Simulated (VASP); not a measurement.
Consider the following.

```
AlCo2La2C
1.0
   -2.09205     3.05805     4.54550
    2.09205    -3.05805     4.54550
    2.09205     3.05805    -4.54550
La Co Al C
2 2 1 1
Direct
  0.18923   0.68923   0.50000
  0.81077   0.31077   0.50000
  0.29332   0.00000   0.29332
  0.70668   0.00000   0.70668
  0.50000   0.50000   0.00000
  0.00000   0.00000   0.00000
```
Starting moments (μB, in the order of the record's atoms La La Co Co Al C): 0.0 0.0 3.0 3.0 0.0 0.0.

Level of theory: PBEsol GGA, VASP's PBE PAW potentials (set 64) (plane waves; VASP 6.6.1). Numerical set-up: 400 eV cut-off, 4×4×4 Γ-centred mesh, Fermi-Dirac smearing of 0.050 eV, potentials La Co Al C.

At this cut-off the stress carries a Pulay error, which pulls relaxed volumes low.

### Question
Which forces act on the atoms, in eV/Å?

### Answer

```tsv
atom	Fx	Fy	Fz
La1	0.000	0.000	-0.008
La2	0.000	0.000	0.008
Co3	0.000	-0.409	0.000
Co4	0.000	0.409	0.000
Al5	0.000	0.000	0.000
C6	0.000	0.000	0.000
```

### Question
Give the stress tensor in GPa (positive for a compressed cell).

### Answer

```
-4.63   0.00   0.00
 0.00  -6.37   0.00
 0.00   0.00  -4.52
```
The pressure is its mean diagonal, -5.18 GPa.

The structure comes from a measured La2AlCo2C entry of the Crystallography Open Database, whose conditions weren't checked. The cell was not relaxed at this level. The k-mesh is coarse (spacing up to 0.45 per Å, 2π included), so the numbers may not be converged in it.
